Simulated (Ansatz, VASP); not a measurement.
# Cross-check of MgTlF3 between VASP and Ansatz

Wanted: the spread between two codes on one cell, functional and k mesh. The cell is generated by rule, not measured, and may not be a known phase. The cell is taken from a series of runs on this material, whose earlier steps may have relaxed, scaled, displaced or heated it; both programs get it as it stands.

Main program and level: Ansatz 0.2.0; plane waves, with VASP 6.6.1 beside it; relaxation of cell and atoms at PBEsol and zone-centre phonons at PBEsol.

The structure was built from a prototype and need not be the compound's stable phase.

### 1. The structure

It takes space group Pm-3m (No. 221, cubic). The conventional cell has a = 4.077 Å, b = 4.077 Å, c = 4.077 Å, α = 90.00°, β = 90.00°, γ = 90.00°. Nearest to Tl lie 12 F at 2.88 Å. Nearest to Mg lie 6 F at 2.04 Å. Nearest to F lie 2 Mg at 2.04 Å. Farther neighbours and most contacts between anions are not listed.

Coordinates:

```xyz
5
Lattice="4.0769 0.0000 0.0000 0.0000 4.0769 0.0000 0.0000 0.0000 4.0769" Properties=species:S:1:pos:R:3 pbc="T T T"
Tl    0.0000    0.0000    0.0000
Mg    2.0384    2.0384    2.0384
F     2.0384    2.0384    0.0000
F     2.0384    0.0000    2.0384
F     0.0000    2.0384    2.0384
```

### 2. VASP: relaxation of cell and atoms, PBEsol

The relaxed volume is the usual yardstick between codes: in a stiff, nearly cubic crystal its relative difference is about their pressure difference at one cell divided by the bulk modulus.

Lines of VASP's logs that name or quote its potential files are left out, and so is its time.

INCAR

```
SYSTEM = MgTlF3
PREC = Accurate
ENCUT = 600
EDIFF = 1E-07
NELM = 120
ISMEAR = 0
SIGMA = 0.01
LREAL = .FALSE.
ALGO = Normal
GGA = PS
NBANDS = 24
LORBIT = 11
LWAVE = .FALSE.
LCHARG = .FALSE.
ISIF = 3
IBRION = 2
NSW = 80
EDIFFG = -0.005
LASPH = .TRUE.
GGA_COMPAT = .FALSE.
NELMIN = 4
EFERMI = MIDGAP
KPAR = 2
```

POSCAR

```
MgTlF3
1.0
    4.0768780000      0.0000000000      0.0000000000
    0.0000000000      4.0768780000      0.0000000000
    0.0000000000      0.0000000000      4.0768780000
Tl Mg F
1 1 3
Direct
    0.0000000000      0.0000000000      0.0000000000
    0.5000000000      0.5000000000      0.5000000000
    0.5000000000      0.5000000000      0.0000000000
    0.5000000000      0.0000000000      0.5000000000
    0.0000000000      0.5000000000      0.5000000000
```

KPOINTS

```
Automatic mesh
0
Gamma
8 8 8
0 0 0
```

The projector-augmented-wave data sets are Tl_d, Mg and F (PBE family, release 64).

Launch:

```sh
$ mpirun -np 2 vasp_std
```

Numbers of over 12 decimals in the logs are rounded to 6 here.

The log of the run:

```text
[banner, memory and clock lines left out]
running    2 mpi-ranks, on    1 nodes
 distrk:  each k-point on    1 cores,    2 groups
 distr:  one band on    1 cores,    1 groups

 POSCAR found type information on POSCAR TlMgF
 POSCAR found :  3 types and       5 ions
|                                                                             |
|               ----> ADVICE to this user running VASP <----                  |
|                                                                             |
|     You enforced a specific xc type in the INCAR file but a different       |
|     [... a line on the potential file left out ...]
|     I HOPE YOU KNOW WHAT YOU ARE DOING!                                     |
|                                                                             |

 LDA part: xc-table for (Slater+PW92), standard interpolation
 POSCAR, INCAR and KPOINTS ok, starting setup
 FFT: planning ... GRIDC
 FFT: planning ... GRID_SOFT
 FFT: planning ... GRID
 WAVECAR not read
 entering main loop
       N       E                     dE             d eps       ncg     rms          rms(c)
DAV:   1     0.241564988306E+03    0.24156E+03   -0.21927E+04  1696   0.160E+03
DAV:   2    -0.153569210269E+02   -0.25692E+03   -0.25085E+03  1968   0.357E+02
DAV:   3    -0.262996499621E+02   -0.10943E+02   -0.10923E+02  1928   0.728E+01
DAV:   4    -0.263611593007E+02   -0.61509E-01   -0.61502E-01  2040   0.607E+00
DAV:   5    -0.263615303347E+02   -0.37103E-03   -0.37103E-03  1968   0.470E-01    0.821E+00
DAV:   6    -0.243356696578E+02    0.20259E+01   -0.72585E+00  1872   0.244E+01    0.354E+00
DAV:   7    -0.243306067053E+02    0.50630E-02   -0.45936E-01  1848   0.454E+00    0.206E+00
DAV:   8    -0.243122919152E+02    0.18315E-01   -0.93125E-02  1976   0.281E+00    0.398E-01
DAV:   9    -0.243097921516E+02    0.24998E-02   -0.17457E-02  2048   0.926E-01    0.105E-01
DAV:  10    -0.243101478953E+02   -0.35574E-03   -0.94610E-04  1848   0.225E-01    0.270E-02
DAV:  11    -0.243101347319E+02    0.13163E-04   -0.57585E-05  2072   0.628E-02    0.129E-02
DAV:  12    -0.243101344926E+02    0.23938E-06   -0.63190E-06  1960   0.137E-02    0.405E-03
DAV:  13    -0.243101343029E+02    0.18967E-06   -0.76044E-07  2120   0.728E-03    0.142E-03
DAV:  14    -0.243101341567E+02    0.14616E-06   -0.62191E-08  1288   0.200E-03    0.299E-04
DAV:  15    -0.243101341882E+02   -0.31498E-07   -0.10828E-08  1272   0.736E-04
   1 F= -.24310134E+02 E0= -.24310134E+02  d E =-.243101E+02
 curvature:   0.00 expect dE= 0.000E+00 dE for cont linesearch  0.000E+00
 trial: gam= 0.00000 g(F)=  0.000E+00 g(S)=  0.181E-02 ort = 0.000E+00 (trialstep = 0.100E+01)
 search vector abs. value=  0.181E-02
 bond charge predicted
       N       E                     dE             d eps       ncg     rms          rms(c)
DAV:   1    -0.243324515000E+02   -0.22317E-01   -0.37192E-01  1720   0.512E+00    0.109E+00
DAV:   2    -0.243124183517E+02    0.20033E-01   -0.74039E-02  1712   0.203E+00    0.192E-01
DAV:   3    -0.243113214001E+02    0.10970E-02   -0.27338E-03  1904   0.431E-01    0.124E-01
DAV:   4    -0.243111165634E+02    0.20484E-03   -0.57930E-04  1904   0.187E-01    0.885E-02
DAV:   5    -0.243111108805E+02    0.56828E-05   -0.11191E-04  1856   0.813E-02    0.235E-02
DAV:   6    -0.243111011204E+02    0.97601E-05   -0.31458E-05  2008   0.472E-02    0.238E-03
DAV:   7    -0.243111015744E+02   -0.45405E-06   -0.19795E-06  1856   0.952E-03    0.118E-03
DAV:   8    -0.243111016821E+02   -0.10770E-06   -0.73345E-08  1488   0.201E-03    0.354E-04
DAV:   9    -0.243111016526E+02    0.29527E-07   -0.72226E-09  1072   0.659E-04
   2 F= -.24311102E+02 E0= -.24311102E+02  d E =-.967464E-03
 trial-energy change:   -0.000967  1 .order   -0.000963   -0.001806   -0.000121
 step:   1.0704(harm=  1.0715)  dis= 0.00000  next Energy=   -24.311106 (dE=-0.972E-03)
 reached required accuracy - stopping structural energy minimisation
```

Parts of OUTCAR (step 2):

```text
ion  position               nearest neighbor table
   1  0.000  0.000  0.000-   3 2.88   4 2.88   5 2.88   4 2.88   5 2.88   3 2.88   5 2.88   5 2.88
                             3 2.88   4 2.88   4 2.88   3 2.88   2 3.53   2 3.53   2 3.53   2 3.53
   2  0.500  0.500  0.500-   3 2.04   4 2.04   5 2.04   3 2.04   4 2.04   5 2.04   1 3.53   1 3.53
                             1 3.53   1 3.53   1 3.53   1 3.53   1 3.53   1 3.53
   3  0.500  0.500  0.000-   2 2.04   2 2.04   1 2.88   1 2.88   1 2.88   1 2.88
   4  0.500  0.000  0.500-   2 2.04   2 2.04   1 2.88   1 2.88   1 2.88   1 2.88
   5  0.000  0.500  0.500-   2 2.04   2 2.04   1 2.88   1 2.88   1 2.88   1 2.88

  LATTYP: Found a simple cubic cell.
 ALAT       =     4.0768780000

 Subroutine GETGRP returns: Found 48 space group operations
 (whereof 48 operations were pure point group operations)

The static configuration has the point symmetry O_h .

 Found     35 irreducible k-points:

   k-points           NKPTS =     35   k-points in BZ     NKDIM =     35   number of bands    NBANDS=     24

   dimension x,y,z NGX =    36 NGY =   36 NGZ =   36
   dimension x,y,z NGXF=    72 NGYF=   72 NGZF=   72

   ENCUT  =  600.0 eV  44.10 Ry    6.64 a.u.   8.14  8.14  8.14*2*pi/ulx,y,z

   NELECT =      36.0000    total number of electrons

 k-points in reciprocal lattice and weights: Automatic mesh
   0.00000000  0.00000000  0.00000000       0.002
   0.12500000  0.00000000  0.00000000       0.012
   0.25000000  0.00000000  0.00000000       0.012
   0.37500000  0.00000000  0.00000000       0.012
   0.50000000  0.00000000  0.00000000       0.006
   0.12500000  0.12500000  0.00000000       0.023
   0.25000000  0.12500000  0.00000000       0.047
   0.37500000  0.12500000  0.00000000       0.047
   0.50000000  0.12500000  0.00000000       0.023
[...]
0.50000000  0.50000000  0.37500000       0.012
   0.50000000  0.50000000  0.50000000       0.002

 average (electrostatic) potential at core
       1 -84.3247       2 -36.3406       3 -75.5065       4 -75.5065       5 -75.5065

 E-fermi :   4.0942

 k-point     1 :       0.0000    0.0000    0.0000
  band No.  band energies     occupation
    ...
     14      -0.4277      2.00000
     15      -0.4277      2.00000
     16      -0.3107      2.00000
     17      -0.3107      2.00000
     18      -0.3107      2.00000
     19      10.4652      0.00000
     20      10.8012      0.00000
     21      10.8012      0.00000
     22      10.8012      0.00000
     23      13.5684      0.00000
    ...

 k-point     2 :       0.1250    0.0000    0.0000
  band No.  band energies     occupation
    ...
     14      -0.4521      2.00000
     15      -0.4244      2.00000
     16      -0.3192      2.00000
     17      -0.3192      2.00000
     18       0.1272      2.00000
     19       9.4556      0.00000
     20      10.7044      0.00000
     21      10.7044      0.00000
     22      11.1451      0.00000
     23      13.7281      0.00000
    ...

 k-point     3 :       0.2500    0.0000    0.0000
  band No.  band energies     occupation
    ...
     14      -0.5858      2.00000
     15      -0.4176      2.00000
     16      -0.2799      2.00000
     17      -0.2799      2.00000
     18       0.9032      2.00000
     19       7.9490      0.00000
     20      10.4801      0.00000
     21      10.4801      0.00000
     22      11.7056      0.00000
     23      14.1583      0.00000
    ...

  Total       -0.0166696     -0.0166696     -0.0166696      0.0000000     -0.0000000     -0.0000000
  in kB       -0.3970055     -0.3970055     -0.3970055      0.0000000     -0.0000000     -0.0000000
  external PRESSURE =      -0.3970055 kB  Pullay stress =       0.0000000 kB

  energy-cutoff  :      600.00
  volume of cell :       67.27
      direct lattice vectors                 reciprocal lattice vectors
     4.067051918  0.000000000 -0.000000000     0.245878346 -0.000000000  0.000000000
     0.000000000  4.067051918  0.000000000    -0.000000000  0.245878346 -0.000000000
    -0.000000000  0.000000000  4.067051918     0.000000000 -0.000000000  0.245878346

 POSITION                                       TOTAL-FORCE (eV/Angst)
 -----------------------------------------------------------------------------------
      0.00000      0.00000      0.00000        -0.000000     -0.000000      0.000000
      2.03353      2.03353      2.03353        -0.000000     -0.000000      0.000000
      2.03353      2.03353     -0.00000        -0.000000     -0.000000      0.000000
      2.03353      0.00000      2.03353        -0.000000      0.000000      0.000000
      0.00000      2.03353      2.03353         0.000000      0.000000      0.000000
 -----------------------------------------------------------------------------------
    total drift:                                0.000000      0.000000      0.000000

  FREE ENERGIE OF THE ION-ELECTRON SYSTEM (eV)
  ---------------------------------------------------
  free  energy   TOTEN  =       -24.3111016526 eV

  energy  without entropy=      -24.3111016526  energy(sigma->0) =      -24.31110165

 reached required accuracy - stopping structural energy minimisation

 total charge
# of ion       s       p       d       tot
------------------------------------------
    1        1.336   0.111   9.682  11.129
    2        0.118   0.143   0.068   0.328
    3        1.728   4.366   0.000   6.094
    4        1.728   4.366   0.000   6.094
    5        1.728   4.366   0.000   6.094
--------------------------------------------------
tot          6.638  13.350   9.750  29.738

[... 3 further parts left out ...]
```

CONTCAR:

```
MgTlF3
   1.00000000000000
     4.0670519179098452    0.0000000000000000   -0.0000000000000000
     0.0000000000000000    4.0670519179098452    0.0000000000000000
    -0.0000000000000000    0.0000000000000000    4.0670519179098452
  Tl              Mg              F
     1     1     3
Direct
     0.0000000000000000    0.0000000000000000    0.0000000000000000
     0.5000000000000000    0.5000000000000000    0.5000000000000000
     0.5000000000000000    0.5000000000000000    0.0000000000000000
     0.5000000000000000    0.0000000000000000    0.5000000000000000
     0.0000000000000000    0.5000000000000000    0.5000000000000000
```

### 3. Ansatz: relaxation of cell and atoms, PBEsol

Ansatz runs on its PAW soft_1 files.

The same cell, functional and mesh now go to Ansatz, which takes its cutoff from its data sets.

input.yaml

```yaml
crystal:
  lattice:
    - [4.0768783065, 0.0, 0.0]
    - [0.0, 4.0768783065, 0.0]
    - [0.0, 0.0, 4.0768783065]
  atoms:
    - { symbol: Tl, position: [0.0, 0.0, 0.0] }
    - { symbol: Mg, position: [0.5, 0.5, 0.5] }
    - { symbol: F, position: [0.5, 0.5, 0.0] }
    - { symbol: F, position: [0.5, 0.0, 0.5] }
    - { symbol: F, position: [0.0, 0.5, 0.5] }
kpoints:
  mp_grid: { grid: [8, 8, 8] }
hamiltonian:
  xc: pbesol
  pseudopotentials: { kind: paw, azcp: { folder: soft_1 }, xc_functional: pbe }
scf:
  occupations: { method: fixed }
output:
  forces: true
  stress: true
  eigenvalues: true
relax:
  adjacent_minimum: "off"
  f_tol: 0.001
  max_steps: 60
  cell: { stress_tol: 0.01 }
```

Launch:

```sh
$ ansatz run input.yaml --threads 4 --pin off --max-ram 16384MiB --backend cpu --events-out ev --progress --plain --runs-dir out
```

The log of the run:

```text
Engine: ansatz 0.2.0, aarch64-unknown-linux-gnu
Pseudopotentials: kind: paw
Pseudopotential: Tl, paw, valence charge 13, recommended cutoff 420 eV (normal), soft_1/Tl.paw.azcp
Pseudopotential: Mg, paw, valence charge 10, recommended cutoff 420 eV (normal), soft_1/Mg.paw.azcp
Pseudopotential: F, paw, valence charge 7, recommended cutoff 420 eV (normal), soft_1/F.paw.azcp
Functional definition: PBEsol
  exchange = pbesol_x
  correlation = pbesol_c
Crystal: 5 atoms, lattice volume = 67.762 Å³
Basis set: ecut = 420 eV, 1357 PW (Γ), exchange–correlation on 60×60×60 points (8 copies of the dense FFT grid, shifted against one another)
Bands: 27, of which v1, the nominal top of the filled ones, is band 22 counted from 1 (21 counted from 0)
Symmetry: 48 space group operations
Space group: Pm-3m (ITA 221), of the structure as read, at distance tolerance 4.1e-5 Å
k-points: 35 of 512
Non-local potential: Tl, projectors of the file, l = 0: 2, l = 1: 2, l = 2: 2, l = 3: 1
Non-local potential: Mg, projectors of the file, l = 0: 3, l = 1: 2, l = 2: 1
Non-local potential: F, projectors of the file, l = 0: 2, l = 1: 2, l = 2: 1
PAW form: soft (Blöchl's): semilocal exchange-correlation on the pseudo side does not see the compensation charge
PAW frozen core: Tl, regenerated for the run's functional, and the local potential with it (the file was generated under x = pbe(κ = 0.804, μ = 0.219515), c = pbe(β = 0.066725))
PAW frozen core: Mg, regenerated for the run's functional, and the local potential with it (the file was generated under x = pbe(κ = 0.804, μ = 0.219515), c = pbe(β = 0.066725))
PAW frozen core: F, regenerated for the run's functional, and the local potential with it (the file was generated under x = pbe(κ = 0.804, μ = 0.219515), c = pbe(β = 0.066725))
PAW one-centre angular grid: Tl, 590 points (default); XC on 64 Gauss nodes
PAW one-centre angular grid: Mg, 110 points (default); XC on 64 Gauss nodes
PAW one-centre angular grid: F, 110 points (default); XC on 64 Gauss nodes
Initial density: superposition of atomic densities (chi_scale 0.1, normalization cell, long waves kept (reshape's long-wave potential 0.07 eV rms))
Initial wavefunctions: pseudopotential atomic-orbital guess
Functional: x = pbesol(κ = 0.804, μ = 0.123457), c = pbesol(β = 0.046)
SCF iter   1: F=—  HF=-15621.898379 eV  |F-HF|=—  |Δ(HF+E_count)|=         —  Δρ=1.73e-1  dr2=1.75e1  ethr=3.10e-3  ⟨swp⟩=4.1  Hψ=3912  notcnv=0  defer=69
preconditioner: auto → Resta (q_TF=auto, 2.539 Å⁻¹)  ε∞=4.0  [insulator: Δε(μ)=2.434 eV  Ē_g=15.738 eV  n_scr=18 (ndim 8)  ℏωp=27.1 eV  f_vac=0.000  ε∞_Penn≈4.0]
SCF iter   2: F=—  HF=-15617.137125 eV  |F-HF|=—  |Δ(HF+E_count)|=    4.76e0  Δρ=5.84e-2  dr2=1.59e0  ethr=3.10e-3  ⟨swp⟩=3.1  Hψ=2195  notcnv=0  defer=94
SCF iter   3: F=—  HF=-15616.792549 eV  |F-HF|=—  |Δ(HF+E_count)|=   3.45e-1  Δρ=2.22e-2  dr2=4.21e-1  ethr=3.10e-3  ⟨swp⟩=2.9  Hψ=1889  notcnv=0  defer=81
SCF iter   4: F=—  HF=-15616.686049 eV  |F-HF|=—  |Δ(HF+E_count)|=   1.07e-1  Δρ=5.95e-3  dr2=3.79e-2  ethr=9.57e-4  ⟨swp⟩=2.6  Hψ=1758  notcnv=0  defer=94
SCF iter   5: F=—  HF=-15616.675922 eV  |F-HF|=—  |Δ(HF+E_count)|=   1.01e-2  Δρ=1.05e-3  dr2=9.40e-4  ethr=8.61e-5  ⟨swp⟩=2.1  Hψ=1573  notcnv=0  defer=97
SCF iter   6: F=—  HF=-15616.676067 eV  |F-HF|=—  |Δ(HF+E_count)|=   1.45e-4  Δρ=1.91e-4  dr2=2.14e-5  ethr=2.14e-6  ⟨swp⟩=2.0  Hψ=1421  notcnv=0  defer=95
SCF iter   7: F=—  HF=-15616.676082 eV  |F-HF|=—  |Δ(HF+E_count)|=   1.45e-5  Δρ=3.62e-5  dr2=1.39e-6  ethr=4.86e-8  ⟨swp⟩=2.0  Hψ=1685  notcnv=0  defer=72
SCF iter   8: F=—  HF=-15616.676081 eV  |F-HF|=—  |Δ(HF+E_count)|=   7.92e-7  Δρ=1.57e-5  dr2=1.64e-7  ethr=2.27e-10  ⟨swp⟩=11.1  Hψ=5283  notcnv=0
SCF iter   9: F=-15616.676081 eV  HF=-15616.676081 eV  |F-HF|=1.59e-9  |Δ(HF+E_count)|=   1.86e-8  Δρ=3.72e-6  dr2=6.56e-9  ethr=2.27e-10  ⟨swp⟩=4.2  Hψ=3261  notcnv=0
SCF 1 converged in 9 iterations: F = -15616.676081 eV  dr2 = 6.56e-9
  greatest PAW one-centre occupation: 1.000 electrons in one spin orbital (limit 2), on the Mg atom at site 1 (counted from 0), in its partial waves of l = 0
relax step   1: F+E_penalty+E_count = -15616.67608082 eV  Δ(F+E_penalty+E_count) = +0.000e0 eV  max|allowed force component| = 2.764e-29 eV/Å  Δτ_max = 0.0000 Å  P = +0.018 GPa  Ω = 67.762 Å³  (9 SCF iters, dr2 threshold 1.00e-7 eV, accepted)
[...]
relax step   2: F+E_penalty+E_count = -15616.67606332 eV  Δ(F+E_penalty+E_count) = +1.750e-5 eV  max|allowed force component| = 2.927e-29 eV/Å  Δτ_max = 0.0000 Å  P = +0.007 GPa  Ω = 67.770 Å³  energy of the carried Pulay correction = -1.818e-5 eV  (6 SCF iters, dr2 threshold 7.87e-10 eV, accepted)
[...]
relax step   3: F+E_penalty+E_count = -15616.67606332 eV  Δ(F+E_penalty+E_count) = -5.275e-11 eV  max|allowed force component| = 2.992e-29 eV/Å  Δτ_max = 0.0000 Å  P = +0.008 GPa  Ω = 67.770 Å³  stress off target by 7.65e-3 GPa  SCF on the basis re-selected at this cell (its energy is not comparable with the rows above)  (10 SCF iters)
basis re-selected at this cell: Δ(F+E_penalty+E_count) = -5.275e-11 eV, ΔP = +0.000 GPa vs the last step (what re-selecting the basis moved, of the pressure what is left beyond the Pulay correction that the steps carried, after the strain that the cell walked since its last selection, with what the two solves' SCF thresholds leave and, on support functions, any second-order correction that the steps lacked; it is no  [...]
SCF converged after 10 iterations
Free energy (F): -15616.676063 eV
Harris-Foulkes:  -15616.676063 eV  (|F-HF|=0.00e0)
Internal energy: -15616.676063 eV  (E = F + TS)
E sigma→0 (E₀):  -15616.676063 eV
Fermi energy:    5.803880 eV
--- Per-component energies (eV) ---
  E_band       = -398.231632
  E_kinetic    = 930.599166
  E_local      = -3996.600841  (includes V_loc(G=0)·N_el)
  E_nonlocal   = 775.767541
  E_hartree    = 1422.534275
  E_xc         = -441.635868
  E_vxc        = -455.060850  (∫ρ·V_xc dr)
  E_paw        = -10919.741634  (= ΣΔE_a)
  E_vpaw       = -498.007077  (= ΣTr[D̂ρ^β])
  E_aug_tail   = 0.001876  (compensation charges beyond the density's cutoff)
  E_ewald      = -3387.825101
  E_core_change = 0.224523  (= ΣΔE_core)
  E_smearing   = -0.000000  (= −TS)
  E_closure    = 0.000000  (closes the sum)
  Σ components = -15616.676063   (vs F -15616.676063, Δ=0.00e0)
--- Forces (eV/Å), atoms counted from 1 ---
  atom   1  Tl    -0.00000000    -0.00000000    -0.00000000
  atom   2  Mg     0.00000000     0.00000000     0.00000000
  atom   3  F      0.00000000    -0.00000000     0.00000000
  atom   4  F      0.00000000    -0.00000000     0.00000000
  atom   5  F      0.00000000     0.00000000     0.00000000
  max |Σ_I F_I| component: 1.24e-28 eV/Å
--- Stress (GPa, compression-positive) ---
        0.007654      -0.000000       0.000000
       -0.000000       0.007654       0.000000
        0.000000       0.000000       0.007654
  P = ⅓ Tr σ = 0.0077 GPa (0.077 kbar)
--- Band table (eV; the first three rows and the last of 35) ---
  k-point 0: bands = [... 18 lower, 3.3437, 3.4583, 3.4583, 3.4583, 14.1641, 14.5139, 14.5139, 14.5139, ... 1 higher]
  k-point 1: bands = [... 18 lower, 3.3464, 3.4500, 3.4500, 3.8864, 13.1719, 14.4194, 14.4194, 14.8487, ... 1 higher]
  k-point 2: bands = [... 18 lower, 3.3523, 3.4883, 3.4883, 4.6522, 11.6796, 14.1999, 14.1999, 15.4059, ... 1 higher]
  k-point 34: bands = [... 18 lower, 3.9327, 3.9327, 3.9327, 4.0498, 12.8518, 12.8518, 12.8518, 16.1535, ... 1 higher]
--- Relaxed structure (2 steps of the walk, 2 accepted, 1 SCFs on fresh bases) ---
  F+E_penalty+E_count = -15616.67606332 eV   max|allowed force component| = 2.992e-29 eV/Å   (the final SCF, on the basis selected at the relaxed cell)
  cell:  # Å, volume = 67.7703 Å³
    - [4.077054, 0.0, 0.0]
    - [0.0, 4.077054, 0.0]
    - [0.0, 0.0, 4.077054]
  atoms:
    - { symbol: Tl, position: [0, 0, 0] }
    - { symbol: Mg, position: [0.5, 0.5, 0.5] }
    - { symbol: F, position: [0.5, 0.5, 0] }
    - { symbol: F, position: [0.5, 0, 0.5] }
    - { symbol: F, position: [0, 0.5, 0.5] }
```

(Continued in part 2 of 2.)

[Lines on the potential files, build, host, timing and source positions are cut from VASP's logs without a mark.]

[Logs are printed without paths, hosts, clocks, repeated set-up lines and the standing remarks that a program may print on its own settings, such as how far it seeks lower states.]

[Hosts, paths, dates, database ids (printed as entryN), source tags and the programs' standing remarks are cut or masked in the printed files.]
